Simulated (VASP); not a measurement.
Mg2Si (antifluorite):

```yaml
crystal:
  lattice:
    - [0.00000, 3.17500, 3.17500]
    - [3.17500, 0.00000, 3.17500]
    - [3.17500, 3.17500, 0.00000]
  atoms:
    - { symbol: Mg, position: [0.25000, 0.25000, 0.25000] }
    - { symbol: Mg, position: [0.75000, 0.75000, 0.75000] }
    - { symbol: Si, position: [0.00000, 0.00000, 0.00000] }
```

The lowest empty band near X, direction along the valley's axis, from PBE with spin-orbit coupling in VASP (PAW); its two spin partners are averaged. The gap over the points computed is 0.19 eV, and the next band on that side lies 0.20 eV away at the edge.

Numerical set-up: 400 eV cut-off, 7×7×7 Γ-centred mesh, Gaussian smearing of 0.050 eV, potentials Mg Si.

```tsv
distance from the edge in k (1/Å)	distance in energy (meV)
0.025	4.1
0.035	8.0
0.050	16.4
0.070	32.2
```

**Question.** Fit E(1 + αE) = ħ²k²/2m* (ħ²/2m0 = 3.810 eV Å²) and predict the row at 0.095 1/Å.

**Answer.** The rows don't resolve α, so a parabola serves: the electron mass is m* = 0.580 m0, and so 59.3 meV. The run gave 59.3 meV, +0.0 meV from the fit.

Left out are points under 3 meV from the edge, since the levels carry 0.1 meV, and points farther than half the way to the next band.

The compound is Mg2Si in the antifluorite structure. The cell was not relaxed at this level.
